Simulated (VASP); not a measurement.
The system is RbPd.

```
CELL_PARAMETERS angstrom
0.00000 3.11490 3.11490
3.11490 0.00000 3.11490
3.11490 3.11490 0.00000
ATOMIC_POSITIONS crystal
Rb 0.50000 0.50000 0.50000
Pd 0.00000 0.00000 0.00000
```

The cell was built by a generator and needn't be a form met in nature.

| Quantity | Value |
| --- | --- |
| Program | VASP 6.6.1 |
| Task | relaxation of cell and atoms |
| Functional | rSCAN |
| Potentials or basis | VASP PAW PBE potentials, release 64 (Rb_sv, Pd) |
| Cutoff | 600 eV |
| k mesh | 7 × 7 × 7 |
| Occupations | methfessel-paxton, width 0.1 eV |
| Spin | no spin polarisation |

At the start: pressure 2.7 GPa; volume 30.22 Å³/atom.

Problem. How do energy, volume and symmetry change on relaxing?

Solution. Over 4 steps the energy falls by 32.4 meV/atom and the volume is 34.83 Å³/atom (+15.2 %); space group Fm-3m (No. 225, to 0.05 Å).

The path:
| step | energy change (eV) | largest force (eV/Å) | pressure (GPa) | volume (Å³) |
| --- | --- | --- | --- | --- |
| 1 | 0.0000 | 0.0000 | 2.68 | 60.45 |
| 2 | -0.0510 | 0.0000 | 1.05 | 64.97 |
| 3 | -0.0627 | 0.0000 | -0.34 | 71.38 |
| 4 | -0.0648 | 0.0000 | -0.03 | 69.66 |

Final structure:
```xyz
2
Lattice="0.0000 3.2658 3.2658 3.2658 0.0000 3.2658 3.2658 3.2658 0.0000" Properties=species:S:1:pos:R:3 pbc="T T T"
Rb    3.2658    3.2658    3.2658
Pd    0.0000    0.0000    0.0000
```

Caveat: the volume moved by over 15 % at a fixed basis, so the end points are rough; the PAW data sets were made with another functional, which shifts forces and pressure a little.
